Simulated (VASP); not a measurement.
Here is the system:

```
CELL_PARAMETERS angstrom
      0.00000     2.43480     2.43480
      2.43480     0.00000     2.43480
      2.43480     2.43480     0.00000
ATOMIC_POSITIONS crystal
  Gd 0.00000 0.00000 0.00000
  N  0.50000 0.50000 0.50000
```

The numbers are results of optB88-vdW, VASP's PBE PAW potentials (set 64) (plane waves; VASP), not measurements. Run with 520 eV cut-off, 9×9×9 Γ-centred mesh, Gaussian smearing of 0.050 eV, potentials Gd_3 N.

The 4f electrons are frozen in the core of the lanthanide potential, so 4f levels, which can set the real gap, and their magnetism are missing.

Q: What does the run give for the energy per atom (σ→0), pressure, band gap (on the k-mesh) with the smallest direct gap where there is one?

A: 
```yaml
band gap (on the k-mesh): none (metal, semimetal or under 0.01 eV)
energy per atom (σ→0): -6.206 eV/atom
pressure: 11.42 GPa
```

Total energies compare only between runs with the same potentials, cut-off and functional.

The compound is GdN in the rock salt structure. This cell is one point of a volume scan, at 0.94 of the reference volume.
